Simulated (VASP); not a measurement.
All values below come from PBEsol GGA, VASP's PBE PAW potentials (set 64) (plane waves; VASP).

The input files of a VASP run:

**POSCAR**
```
SiS2
1
   -2.7611789288     2.7611789288     4.2738852279
    2.7611789288    -2.7611789288     4.2738852279
    2.7611789288     2.7611789288    -4.2738852279
Si S
2 4
Direct
  0.7500000000   0.2500000000   0.5000000000
  1.0000000000   1.0000000000   1.0000000000
  0.0990796843   0.1250000000   0.4740796843
  0.8750000000   0.3490796843   0.9740796843
  0.6509203157   0.6250000000   0.5259203157
  0.3750000000   0.9009203157   0.0259203157
```

KPOINTS:
```
Automatic mesh
0
Gamma
6 6 6
0 0 0
```

### INCAR
```
NEDOS=601
SYSTEM=SiS2
LORBIT=11
LWAVE=.FALSE.
ENCUT=400   ! plane-wave cut-off (eV)
LEFG=.TRUE.
PREC=Accurate
LASPH=.TRUE.   ! aspherical one-centre terms
ALGO=Normal   ! blocked Davidson
GGA=PS   ! PBEsol
LCHARG=.TRUE.
NELM=100   ! most electronic steps
LREAL=.FALSE.
ISMEAR=-5   ! tetrahedra, Bloechl
EDIFF=1E-7
ISIF=2   ! forces and stress, cell fixed
```

POTCAR, in this order: Si S (PBE.64 set). Program: vasp_std.

Problem. Predict the energy per atom (σ→0).

Solution. 
```json
{
 "energy per atom (σ→0)": "-5.492 eV/atom"
}
```

### OSZICAR
```
...
DAV:   9    -0.329548447490E+02   -0.76890E-04   -0.27578E-03  1444   0.350E-01    0.287E-01
DAV:  10    -0.329547704706E+02    0.74278E-04   -0.71426E-04  1412   0.152E-01    0.210E-01
DAV:  11    -0.329547960065E+02   -0.25536E-04   -0.12471E-04  1420   0.768E-02    0.271E-02
DAV:  12    -0.329547990521E+02   -0.30455E-05   -0.11949E-05  1664   0.211E-02    0.145E-02
DAV:  13    -0.329547995813E+02   -0.52920E-06   -0.17270E-06  1416   0.798E-03    0.733E-03
DAV:  14    -0.329547996867E+02   -0.10542E-06   -0.10193E-07   916   0.230E-03    0.369E-03
DAV:  15    -0.329547997113E+02   -0.24575E-07   -0.96701E-08   868   0.153E-03
   1 F= -.32954800E+02 E0= -.32954800E+02  d E =0.000000E+00
```

The structure comes from a computed database's SiS2 entry (I-42d); how it stands against other phases isn't given here. It was relaxed first.
